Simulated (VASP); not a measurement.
Calculation: PBEsol GGA, VASP's PBE PAW potentials (set 64) (plane waves; VASP 6.6.1).

A VASP calculation is set up with these files.

KPOINTS:
```
Automatic mesh
0
Gamma
7 7 4
0 0 0
```

### POSCAR
```
SiGe
3.8986150
  0.9999998864   0.0000000000   0.0000000000
 -0.4999999432   0.8660253029   0.0000000000
  0.0000000000   0.0000000000   1.6496995714
Si Ge
2 2
Direct
  0.3333330000   0.6666670000   0.0003342903
  0.6666670000   0.3333330000   0.5003342903
  0.3333330000   0.6666670000   0.3746657097
  0.6666670000   0.3333330000   0.8746657097
```

### INCAR
```
ALGO  =  Normal
NELM  =  100   # most electronic steps
LORBIT  =  11
LWAVE  =  F
ISMEAR  =  -5   # tetrahedra, Bloechl
ENCUT  =  400
LCHARG  =  T
NEDOS  =  601   # DOS grid
PREC  =  Accurate
EDIFF  =  1E-7   # SCF stop (eV)
LASPH  =  T   # aspherical one-centre terms
ISIF  =  2   # forces and stress, cell fixed
SYSTEM  =  SiGe
GGA  =  PS
LREAL  =  F
LMAXMIX  =  4
```

POTCAR, in this order: Si Ge_d (PBE.64 set). Program: vasp_std.

Q: Predict the energy per atom (σ→0).

A: 
```json
{
  "energy per atom (σ→0)": "-5.312 eV/atom"
}
```

File OSZICAR:
```
...
DAV:   8    -0.212480509171E+02   -0.22986E-02   -0.17839E-02  1312   0.165E+00    0.108E-01
DAV:   9    -0.212482368936E+02   -0.18598E-03   -0.40135E-04  1332   0.209E-01    0.817E-02
DAV:  10    -0.212483467279E+02   -0.10983E-03   -0.14148E-04  1242   0.116E-01    0.216E-02
DAV:  11    -0.212483632671E+02   -0.16539E-04   -0.21007E-05  1190   0.287E-02    0.476E-03
DAV:  12    -0.212483650898E+02   -0.18227E-05   -0.22629E-06  1314   0.143E-02    0.205E-03
DAV:  13    -0.212483653410E+02   -0.25114E-06   -0.24136E-07   986   0.402E-03    0.111E-03
DAV:  14    -0.212483653499E+02   -0.88976E-08   -0.17888E-08   726   0.135E-03
   1 F= -.21248365E+02 E0= -.21248365E+02  d E =0.000000E+00
```

The structure was generated: SiGe was put into the wurtzite type (P6_3mc), which need not be its known phase. It was relaxed first, which changed the volume by +12 %.
